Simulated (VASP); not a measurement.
# A VASP study of AlNi (PBE + D3(BJ)): structure first, properties next

Wanted: the relaxed cell of AlNi and its properties. The steps: magnetic start: ferromagnetic, magnetic start: antiferromagnetic, q = (0, 0, 1/2), magnetic start: antiferromagnetic, q = (1/2, 1/2, 1/2), magnetic start: antiferromagnetic, q = (1/2, 1/2, 0), the orders side by side, relaxing cell and atoms (PBE + D3(BJ)), second relaxation, single point with fields (PBE + D3(BJ)), band structure (PBE + D3(BJ)), density of states (PBE + D3(BJ)), vibrations at Γ (PBE + D3(BJ)) and field gradients at the nuclei (PBE + D3(BJ)). The start is a cell from a database of measured crystal structures.

Method: PBE with D3(BJ), spin-polarised from a ferromagnetic start (one magnetic atom a cell); plane waves and PAW (Al, Ni), in the first sound run; inputs show where later runs differ, in VASP 6.6.1.

Report form: the programs' logs are mostly left out.

The database entry behind the starting cell differs from later determinations by our own check (about 0.2 % short), so it need not match the best structure at ambient conditions.

**1. The starting structure**

Symmetry: Pm-3m, No. 221, cubic system. The conventional cell has a = 2.881 Å, b = 2.881 Å, c = 2.881 Å, α = 90.00°, β = 90.00°, γ = 90.00°. Al has 8 Ni at 2.50 Å nearest. Nearest to Ni lie 8 Al at 2.50 Å. Farther neighbours are not listed.

Structure file:

```cif
data_structure
_symmetry_space_group_name_H-M 'P 1'
_symmetry_Int_Tables_number 1
_cell_length_a 2.8810
_cell_length_b 2.8810
_cell_length_c 2.8810
_cell_angle_alpha 90.000
_cell_angle_beta 90.000
_cell_angle_gamma 90.000
_cell_volume 23.91
loop_
_atom_site_label
_atom_site_type_symbol
_atom_site_fract_x
_atom_site_fract_y
_atom_site_fract_z
_atom_site_occupancy
Al1 Al 0.00000 0.00000 0.00000 1
Ni2 Ni 0.50000 0.50000 0.50000 1
```

**2. Magnetic start: ferromagnetic**

The properties of a magnet depend on its order, so a few collinear patterns are compared first on the cell as listed, beginning with all moments parallel. PBE, the usual starting point, adds the gradient of the density. A dispersion term adds the long-range attraction that semilocal functionals lack. D3 with Becke-Johnson damping keeps a finite attraction at short range.

Input file INCAR:

```
SYSTEM = AlNi
PREC = Accurate
ENCUT = 400
EDIFF = 1E-06
NELM = 100
ISMEAR = 1
SIGMA = 0.2
LREAL = .FALSE.
ALGO = Normal
GGA = PE
IVDW = 12
NBANDS = 14
ISPIN = 2
MAGMOM = 0 1
LASPH = .TRUE.
LMAXMIX = 4
LORBIT = 11
LWAVE = .FALSE.
LCHARG = .FALSE.
KPAR = 4
ISIF = 2
```

Input file POSCAR:

```
AlNi
1.0
    2.8810000000      0.0000000000      0.0000000000
    0.0000000000      2.8810000000      0.0000000000
    0.0000000000      0.0000000000      2.8810000000
Al Ni
1 1
Direct
    0.0000000000      0.0000000000      0.0000000000
    0.5000000000      0.5000000000      0.5000000000
```

Input file KPOINTS:

```
Automatic mesh
0
Gamma
8 8 8
0 0 0
```

PAW data sets: Al and Ni (PBE family, release 64).

Command:

```bash
$ mpirun -np 4 vasp_std
```

It took 3.6 s on 4 MPI ranks of Intel Xeon 6975P-C (Granite Rapids), shared host; peak memory 0.54 GiB; 12 s of CPU time.

The k-mesh is coarse for a metal. At this level the cell is under a tension of 4.1 GPa, so at these settings it is away from equilibrium. Dispersion corrections of this kind ignore metallic screening and tend to overbind metals.

This step gave:

| Item | Value |
| --- | --- |
| SCF cycles | 13 |
| electrons | 13 |
| bands | 14 |
| irreducible k-points | 35 |
| symmetry operations | 48 |
| free energy (TOTEN) | -11.42 eV |
| energy at zero smearing | -11.42 eV |
| Fermi energy | 9.940 eV |
| pressure | -4.137 GPa |
| moment of the cell, from the last line of the log | 0 μB |
| metallic, judged on the points sampled | yes |

Spin moment in the PAW sphere by atom:

| atom | spin moment in the PAW sphere (μB) |
| --- | --- |
| Al1 | 0.0000 |
| Ni2 | 0.0010 |

The moments fall under 0.1 μB, and the mesh shows no gap.

**3. Magnetic start: antiferromagnetic, q = (0, 0, 1/2)**

This step: PBE with D3(BJ), spin-polarised from an antiferromagnetic start; plane waves and PAW (Al, Ni) (VASP 6.6.1).

System of this step: AlNi. It takes space group Pm-3m (No. 221, cubic). Conventional cell: a = 2.881 Å, b = 2.881 Å, c = 2.881 Å, α = 90.00°, β = 90.00°, γ = 90.00°. Al has 8 Ni at 2.50 Å nearest. Nearest to Ni lie 8 Al at 2.50 Å. Farther neighbours are not listed.

Next, a pattern with opposite moments, which needs a doubled cell; q is given in the reciprocal vectors of the primitive cell.

Changes to INCAR since step 2:

```diff
@@ -11,5 +11,5 @@
 IVDW = 12
-NBANDS = 14
+NBANDS = 21
 ISPIN = 2
-MAGMOM = 0 1
+MAGMOM = 0 0 1 -1
 LASPH = .TRUE.
```

Input file POSCAR:

```
AlNi
1.0
    2.8810000000      0.0000000000      0.0000000000
    0.0000000000      2.8810000000      0.0000000000
    0.0000000000      0.0000000000      5.7620000000
Al Ni
2 2
Direct
    0.0000000000      0.0000000000      0.0000000000
    0.0000000000      0.0000000000      0.5000000000
    0.5000000000      0.5000000000      0.2500000000
    0.5000000000      0.5000000000      0.7500000000
```

Input file KPOINTS:

```
Automatic mesh
0
Gamma
8 8 4
0 0 0
```

Command:

```bash
$ mpirun -np 4 vasp_std
```

It took 10 s on 4 MPI ranks; peak memory 0.72 GiB.

At this level the cell is under a tension of 4.2 GPa, so at these settings it is away from equilibrium.

This step gave:

```
SCF cycles              : 15
electrons               : 26
bands                   : 21
irreducible k-points    : 45
symmetry operations     : 16
free energy (TOTEN)     : -22.84 eV
energy at zero smearing : -22.84 eV
Fermi energy            : 9.94 eV
pressure                : -4.238 GPa
```

The spin moment in the PAW sphere vanishes on all atoms.

The energy lies -0.0 meV an atom from the first pattern, and both runs end without moments, so a difference comes from cell, mesh or thresholds alone. The moments fall under 0.1 μB, and the mesh shows no gap.

**4. Magnetic start: antiferromagnetic, q = (1/2, 1/2, 1/2)**

INCAR is that of step 3.

Input file POSCAR:

```
AlNi
1.0
    5.7620000000      0.0000000000      0.0000000000
    2.8810000000      2.8810000000      0.0000000000
    2.8810000000      0.0000000000      2.8810000000
Al Ni
2 2
Direct
    0.0000000000      0.0000000000      0.0000000000
    0.5000000000      0.0000000000      0.0000000000
    0.7500000000      0.5000000000      0.5000000000
    0.2500000000      0.5000000000      0.5000000000
```

Input file KPOINTS:

```
Automatic mesh
0
Gamma
8 8 8
0 0 0
```

Command:

```bash
$ mpirun -np 4 vasp_std
```

Elapsed: 14 s, on 4 MPI ranks; peak memory 0.88 GiB.

At this level the cell is under a tension of 4.4 GPa, so at these settings it is away from equilibrium.

Numbers from this step:

```
SCF cycles              : 14
irreducible k-points    : 29
symmetry operations     : 48
free energy (TOTEN)     : -22.86 eV
energy at zero smearing : -22.86 eV
Fermi energy            : 10.02 eV
pressure                : -4.418 GPa
```

The energy lies -6.3 meV an atom from the first pattern, and both runs end without moments, so a difference comes from cell, mesh or thresholds alone. The moments fall under 0.1 μB, and the mesh shows no gap.

**5. Magnetic start: antiferromagnetic, q = (1/2, 1/2, 0)**

INCAR is that of step 4.

Input file POSCAR:

```
AlNi
1.0
    5.7620000000      0.0000000000      0.0000000000
    2.8810000000      2.8810000000      0.0000000000
    0.0000000000      0.0000000000      2.8810000000
Al Ni
2 2
Direct
    0.0000000000      0.0000000000      0.0000000000
    0.5000000000      0.0000000000      0.0000000000
    0.0000000000      0.5000000000      0.5000000000
    0.5000000000      0.5000000000      0.5000000000
```

KPOINTS is that of step 4.

Command:

```bash
$ mpirun -np 4 vasp_std
```

It took 17 s on 4 MPI ranks; peak memory 0.89 GiB; 63 s of CPU time.

At this level the cell is under a tension of 4.3 GPa, so at these settings it is away from equilibrium.

This step gave:

```yaml
scf_cycles: 15
irreducible_k_points: 75
symmetry_operations: 16
free_energy_toten: -22.84 eV
energy_at_zero_smearing: -22.84 eV
fermi_energy: 9.991 eV
pressure: -4.296 GPa
```

The energy lies -1.4 meV an atom from the first pattern, and both runs end without moments, so a difference comes from cell, mesh or thresholds alone. The moments fall under 0.1 μB, and the mesh shows no gap.

**6. The orders side by side**

This step: collinear orders at PBE; plane waves and PAW (VASP 6.6.1).

This step runs nothing: it gathers the runs above.

Patterns, by row:

| start | atoms | energy less that of the first (meV/atom) | largest site moment (μB) | end state |
| --- | --- | --- | --- | --- |
| ferromagnetic | 2 | 0 | 0 | non-magnetic |
| antiferromagnetic, q = (0, 0, 1/2) | 4 | 0 | 0 | non-magnetic |
| antiferromagnetic, q = (1/2, 1/2, 1/2) | 4 | -6.3 | 0 | non-magnetic |
| antiferromagnetic, q = (1/2, 1/2, 0) | 4 | -1.4 | 0 | non-magnetic |

All patterns lost their moments. Runs that ended non-magnetic differ by up to 6.3 meV an atom among themselves, which can come from the unlike meshes of the cells or from a run that isn't fully settled. The session goes on with moments started at or near zero.

**7. Relaxing cell and atoms (PBE + D3(BJ))**

This step: PBE with D3(BJ), zero-moment start; plane waves and PAW (Al, Ni) (VASP 6.6.1).

System of this step: AlNi. The structure is cubic, space group Pm-3m (No. 221). The conventional cell has a = 2.881 Å, b = 2.881 Å, c = 2.881 Å, α = 90.00°, β = 90.00°, γ = 90.00°. Nearest to Al lie 8 Ni at 2.50 Å. Nearest to Ni lie 8 Al at 2.50 Å. Farther neighbours are not listed.

Properties are meant for the cell that this level of theory prefers, so cell and atoms are relaxed first (ISIF = 3) until forces and stress are small; EDIFFG sets the threshold.

Changes to INCAR since step 5:

```diff
@@ -11,5 +11,5 @@
 IVDW = 12
-NBANDS = 21
+NBANDS = 13
 ISPIN = 2
-MAGMOM = 0 0 1 -1
+MAGMOM = 0 0
 LASPH = .TRUE.
@@ -20,2 +20,5 @@
 KPAR = 4
-ISIF = 2
+IBRION = 2
+NSW = 60
+ISIF = 3
+EDIFFG = -0.01
```

Input file POSCAR:

```
AlNi
1.0
    2.8810000000      0.0000000000      0.0000000000
    0.0000000000      2.8810000000      0.0000000000
    0.0000000000      0.0000000000      2.8810000000
Al Ni
1 1
Direct
    0.0000000000      0.0000000000      0.0000000000
    0.5000000000      0.5000000000      0.5000000000
```

Input file KPOINTS:

```
Automatic mesh
0
Gamma
7 7 7
0 0 0
```

Command:

```bash
$ mpirun -np 4 vasp_std
```

It took 7.2 s on 4 MPI ranks; peak memory 0.51 GiB; 26 s of CPU time.

This run allows spin, but its moments start at zero, where symmetry between the spins tends to hold them, which is where the search above led. Its electron count is odd, so without a moment it is a metal by construction. The run keeps the 48 symmetry operations of its start, so it cannot find a distortion of lower symmetry.

The steps of the relaxation:

| step | energy less that of the first step (eV) | largest force (eV/Å) | pressure (GPa) | volume (Å³) |
| --- | --- | --- | --- | --- |
| 1 | 0.0000 | 0.0000 | -4.44 | 23.91 |
| 2 | -0.0032 | 0.0000 | 3.88 | 22.78 |
| 3 | -0.0091 | 0.0000 | 0.00 | 23.28 |

| conventional cell, symmetrised | before | after | change |
| --- | --- | --- | --- |
| a (Å) | 2.881 | 2.855 | -0.9 % |
| b (Å) | 2.881 | 2.855 | -0.9 % |
| c (Å) | 2.881 | 2.855 | -0.9 % |
| volume (Å³/atom) | 11.96 | 11.64 | -2.7 % |

Final coordinates:

```cif
data_structure
_symmetry_space_group_name_H-M 'P 1'
_symmetry_Int_Tables_number 1
_cell_length_a 2.8552
_cell_length_b 2.8552
_cell_length_c 2.8552
_cell_angle_alpha 90.000
_cell_angle_beta 90.000
_cell_angle_gamma 90.000
_cell_volume 23.28
loop_
_atom_site_label
_atom_site_type_symbol
_atom_site_fract_x
_atom_site_fract_y
_atom_site_fract_z
_atom_site_occupancy
Al1 Al 0.00000 0.00000 0.00000 1
Ni2 Ni 0.50000 0.50000 0.50000 1
```

Numbers from this step:

* electrons: 13
* bands: 13
* irreducible k-points: 20
* symmetry operations: 48
* free energy (TOTEN): -11.45 eV
* energy at zero smearing: -11.45 eV
* Fermi energy: 10.56 eV
* pressure: -0.001156 GPa
* SCF cycles over all ionic steps: 30

It ends with forces that vanish by symmetry and a pressure of 0.00 GPa.

**8. Second relaxation**

A relaxation keeps the plane waves of the cell it began with, so it is repeated from the new cell, on a basis made for it.

INCAR is that of step 7.

Input file POSCAR:

```
AlNi
1.0
    2.8552291790      0.0000000000      0.0000000000
    0.0000000000      2.8552291790      0.0000000000
    0.0000000000      0.0000000000      2.8552291790
Al Ni
1 1
Direct
    0.0000000000      0.0000000000      0.0000000000
    0.5000000000      0.5000000000      0.5000000000
```

KPOINTS is that of step 7.

Command:

```bash
$ mpirun -np 4 vasp_std
```

Wall time 3.4 s (4 MPI ranks); peak memory 0.52 GiB; 11 s of CPU time.

Little changed from the start: no atom moved by 0.005 Å and no cell edge by 0.1 %.

This step gave:

* pressure: -0.04772 GPa
* SCF cycles over all ionic steps: 13

It ends with forces that vanish by symmetry and a pressure of -0.05 GPa. The volume moved by under 0.01 %: the run met its threshold at the first step.

**9. Single point with fields (PBE + D3(BJ))**

The relaxed cell gets a fresh self-consistent run, on a basis set for its own volume, to fix the density and to check the remaining stress.

Changes to INCAR since step 8:

```diff
@@ -18,7 +18,5 @@
 LWAVE = .FALSE.
-LCHARG = .FALSE.
-KPAR = 4
-IBRION = 2
-NSW = 60
-ISIF = 3
-EDIFFG = -0.01
+LCHARG = .TRUE.
+ISIF = 2
+LELF = .TRUE.
+LVHAR = .TRUE.
```

POSCAR is that of step 8.

KPOINTS is that of step 8.

Command:

```bash
$ mpirun -np 4 vasp_std
```

The job ended after 3.8 s (4 MPI ranks; peak memory 0.44 GiB; 12 s of CPU time).

With spin, VASP writes an ELF for each channel.

Numbers from this step:

| Property | Result |
| --- | --- |
| SCF cycles | 12 |
| bands | 16 |
| pressure | -0.03828 GPa |

Valence electrons inside each PAW sphere by angular momentum. Sphere charges, by row:

| atom | s (e) | p (e) | d (e) | tot (e) |
| --- | --- | --- | --- | --- |
| Al1 | 0.387 | 0.425 | 0 | 0.812 |
| Ni2 | 0.487 | 0.537 | 8.49 | 9.513 |

Electrostatic potential energy in the ac plane at fractional y = 0.000, with atoms of Al within 0.2 Å of it. With pseudopotentials it is smooth inside the atoms' cores, unlike the true potential.

Values in eV, 15 rows by 15 columns:
```
-93 -93 -70 -42 -18  -7  -3  -1  -1  -3  -7 -18 -42 -70 -93
-77 -70 -52 -30 -13  -6  -3  -1  -1  -3  -6 -13 -30 -52 -70
-47 -42 -30 -16  -8  -4  -1   0   0  -1  -4  -8 -16 -30 -42
-21 -18 -13  -8  -5  -2   0   0   0   0  -2  -5  -8 -13 -18
 -8  -7  -6  -4  -2  -1   0   1   1   0  -1  -2  -4  -6  -7
 -4  -3  -3  -1   0   0   1   1   1   1   0   0  -1  -3  -3
 -1  -1  -1   0   0   1   1   1   1   1   1   0   0  -1  -1
 -1  -1  -1   0   0   1   1   1   1   1   1   0   0  -1  -1
 -4  -3  -3  -1   0   0   1   1   1   1   0   0  -1  -3  -3
 -8  -7  -6  -4  -2  -1   0   1   1   0  -1  -2  -4  -6  -7
-21 -18 -13  -8  -5  -2   0   0   0   0  -2  -5  -8 -13 -18
-47 -42 -30 -16  -8  -4  -1   0   0  -1  -4  -8 -16 -30 -42
-77 -70 -52 -30 -13  -6  -3  -1  -1  -3  -6 -13 -30 -52 -70
-93 -93 -70 -42 -18  -7  -3  -1  -1  -3  -7 -18 -42 -70 -93
-93 -93 -77 -47 -21  -8  -4  -1  -1  -4  -8 -21 -47 -77 -93
```
Columns run along a (2.9 Å; values clipped at the 3rd and 97th percentile), rows up along c (2.9 Å). Atoms in or near the plane, at fractional coordinates: Al at (0.00, 0.00).

Valence density in the ac plane at fractional y = 0.000, with atoms of Al within 0.2 Å of it. It is the smooth field of the valence electrons, not physical close to the nuclei.

Values in e/Å³, 15 rows by 15 columns:
```
0.02 0.04 0.09 0.15 0.20 0.23 0.23 0.23 0.23 0.23 0.23 0.20 0.15 0.09 0.04
0.07 0.09 0.13 0.18 0.22 0.23 0.23 0.23 0.23 0.23 0.23 0.22 0.18 0.13 0.09
0.14 0.15 0.18 0.21 0.24 0.24 0.24 0.23 0.23 0.24 0.24 0.24 0.21 0.18 0.15
0.19 0.20 0.22 0.24 0.25 0.25 0.24 0.24 0.24 0.24 0.25 0.25 0.24 0.22 0.20
0.22 0.23 0.23 0.24 0.25 0.24 0.24 0.24 0.24 0.24 0.24 0.25 0.24 0.23 0.23
0.23 0.23 0.23 0.24 0.24 0.24 0.24 0.25 0.25 0.24 0.24 0.24 0.24 0.23 0.23
0.22 0.23 0.23 0.23 0.24 0.24 0.25 0.25 0.25 0.25 0.24 0.24 0.23 0.23 0.23
0.22 0.23 0.23 0.23 0.24 0.24 0.25 0.25 0.25 0.25 0.24 0.24 0.23 0.23 0.23
0.23 0.23 0.23 0.24 0.24 0.24 0.24 0.25 0.25 0.24 0.24 0.24 0.24 0.23 0.23
0.22 0.23 0.23 0.24 0.25 0.24 0.24 0.24 0.24 0.24 0.24 0.25 0.24 0.23 0.23
0.19 0.20 0.22 0.24 0.25 0.25 0.24 0.24 0.24 0.24 0.25 0.25 0.24 0.22 0.20
0.14 0.15 0.18 0.21 0.24 0.24 0.24 0.23 0.23 0.24 0.24 0.24 0.21 0.18 0.15
0.07 0.09 0.13 0.18 0.22 0.23 0.23 0.23 0.23 0.23 0.23 0.22 0.18 0.13 0.09
0.02 0.04 0.09 0.15 0.20 0.23 0.23 0.23 0.23 0.23 0.23 0.20 0.15 0.09 0.04
0.00 0.02 0.07 0.14 0.19 0.22 0.23 0.22 0.22 0.23 0.22 0.19 0.14 0.07 0.02
```
Columns run along a (2.9 Å), rows up along c (2.9 Å). Atoms in or near the plane, at fractional coordinates: Al at (0.00, 0.00).

ELF of up spins in the ac plane at fractional y = 0.000, with atoms of Al within 0.2 Å of it. It is the smooth field of the valence electrons, not physical close to the nuclei.

Ten even steps from '_' (0.00) to '@' (0.51):
```
______--**@@@@@@@@@@@@**--____
____::++%%@@@@@@@@@@@@%%++::__
::--++##@@@@@@@@@@@@@@@@##++--
****%%@@@@@@%%%%%%%%@@@@@@%%**
@@@@@@@@@@%%%%####%%%%@@@@@@@@
@@@@@@@@%%%%########%%%%@@@@@@
@@@@@@@@%%####****####%%@@@@@@
@@@@@@@@%%####****####%%@@@@@@
@@@@@@@@%%%%########%%%%@@@@@@
@@@@@@@@@@%%%%####%%%%@@@@@@@@
****%%@@@@@@%%%%%%%%@@@@@@%%**
::--++##@@@@@@@@@@@@@@@@##++--
____::++%%@@@@@@@@@@@@%%++::__
______--**@@@@@@@@@@@@**--____
______::**@@@@@@@@@@@@**::____
```
Columns run along a (2.9 Å), rows up along c (2.9 Å). Atoms in or near the plane, at fractional coordinates: Al at (0.00, 0.00).

In this run the pressure is -0.04 GPa, small enough to go on; single stress components reach 0.04 GPa.

**10. Band structure (PBE + D3(BJ))**

Levels along the symmetry lines show where the bands peak and cross; KPOINTS_OPT computes them in the converged potential.

Changes to INCAR since step 9:

```diff
@@ -11,3 +11,3 @@
 IVDW = 12
-NBANDS = 13
+NBANDS = 19
 ISPIN = 2
@@ -18,5 +18,3 @@
 LWAVE = .FALSE.
-LCHARG = .TRUE.
-ISIF = 2
-LELF = .TRUE.
-LVHAR = .TRUE.
+LCHARG = .FALSE.
+KPAR = 4
```

POSCAR is that of step 9.

KPOINTS is that of step 9.

Input file KPOINTS_OPT:

```
Line mode
16
Line-mode
Reciprocal
  0.00000000   0.00000000   0.00000000 GAMMA
  0.00000000   0.50000000   0.00000000 X

  0.00000000   0.50000000   0.00000000 X
  0.50000000   0.50000000   0.00000000 M

  0.50000000   0.50000000   0.00000000 M
  0.00000000   0.00000000   0.00000000 GAMMA

  0.00000000   0.00000000   0.00000000 GAMMA
  0.50000000   0.50000000   0.50000000 R

  0.50000000   0.50000000   0.50000000 R
  0.00000000   0.50000000   0.00000000 X

  0.50000000   0.50000000   0.00000000 M
  0.50000000   0.50000000   0.50000000 R
```

Command:

```bash
$ mpirun -np 4 vasp_std
```

Elapsed: 6.2 s, on 4 MPI ranks; peak memory 0.56 GiB; 23 s of CPU time.

Numbers from this step:

| Quantity | Value |
| --- | --- |
| bands | 19 |
| pressure | -0.1625 GPa |

Both spin channels agree. The electronic bands at the labelled points (eV, zero at the Fermi level; # counts the bands kept in this run):

| point | #4 | #5 | #6 | #7 | #8 | #9 | #10 | #11 |
| --- | --- | --- | --- | --- | --- | --- | --- | --- |
| Γ | -1.74 | -1.74 | -1.74 | 5.44 | 5.44 | 5.44 | 8.04 | 8.04 |
| 0.47 of the way | -2.10 | -2.10 | -1.70 | 0.97 | 6.70 | 6.70 | 8.08 | 11.53 |
| X | -2.48 | -2.48 | -1.65 | -0.81 | 8.13 | 9.98 | 9.98 | 10.98 |
| 0.47 of the way | -2.71 | -2.40 | -1.96 | -0.84 | 5.00 | 5.17 | 11.40 | 11.49 |
| M | -3.14 | -2.30 | -2.30 | -1.19 | 1.37 | 2.44 | 12.40 | 15.18 |
| 0.47 of the way | -2.54 | -2.14 | -2.05 | 0.64 | 2.43 | 8.35 | 8.57 | 11.56 |
| Γ | -1.74 | -1.74 | -1.74 | 5.44 | 5.44 | 5.44 | 8.04 | 8.04 |
| 0.53 of the way | -2.50 | -2.32 | -2.32 | 2.05 | 2.05 | 4.06 | 9.56 | 9.56 |
| R | -1.16 | -1.16 | 1.81 | 1.81 | 1.81 | 3.75 | 4.40 | 4.40 |
| 0.53 of the way | -2.53 | -2.29 | -1.60 | -0.75 | 5.36 | 5.64 | 6.40 | 6.82 |
| X | -2.48 | -2.48 | -1.65 | -0.81 | 8.13 | 9.98 | 9.98 | 10.98 |
| jump to M | -3.14 | -2.30 | -2.30 | -1.19 | 1.37 | 2.44 | 12.40 | 15.18 |
| 0.47 of the way | -2.71 | -1.18 | -0.71 | -0.71 | 1.49 | 2.66 | 8.17 | 8.77 |
| R | -1.16 | -1.16 | 1.81 | 1.81 | 1.81 | 3.75 | 4.40 | 4.40 |

Of the projections kept (Al, Ni), the largest for each band there, as a share of the weight inside these atoms' spheres; weight between the spheres isn't counted:

| point | #4 | #5 | #6 | #7 | #8 | #9 | #10 | #11 |
| --- | --- | --- | --- | --- | --- | --- | --- | --- |
| Γ | Ni 1.00 | Ni 1.00 | Ni 1.00 | Al 0.51 | Al 0.51 | Al 0.51 | Ni 1.00 | Ni 1.00 |
| X | Ni 0.98 | Ni 0.98 | Ni 1.00 | Ni 0.98 | - | Ni 1.00 | Ni 1.00 | Al 0.63 |
| M | Ni 0.59 | Ni 1.00 | Ni 1.00 | Ni 1.00 | Ni 1.00 | Ni 0.72 | Al 1.00 | Ni 1.00 |
| Γ | Ni 1.00 | Ni 1.00 | Ni 1.00 | Al 0.51 | Al 0.51 | Al 0.51 | Ni 1.00 | Ni 1.00 |
| R | Ni 1.00 | Ni 1.00 | Ni 1.00 | Ni 1.00 | Ni 1.00 | Al 1.00 | Ni 0.68 | Ni 0.68 |
| X | Ni 0.98 | Ni 0.98 | Ni 1.00 | Ni 0.98 | - | Ni 1.00 | Ni 1.00 | Al 0.63 |

There is no gap at this level.

Of the bands kept, 2 cross the Fermi level on this path.

(Part 1 of 2 ends here.)

[Lines on the potential files, build, host, timing and source positions are cut from VASP's logs without a mark.]

[Logs are printed without paths, hosts, clocks, repeated set-up lines and the standing remarks that a program may print on its own settings, such as how far it seeks lower states.]

[Hosts, paths, dates, database ids (printed as entryN), source tags and the programs' standing remarks are cut or masked in the printed files.]

[A measured line is paired with the nearest computed mode of its activity, which favours agreement.]

[In band tables of VASP the shares of atoms and orbitals are scaled to a sum of 1 inside the atoms' spheres.]
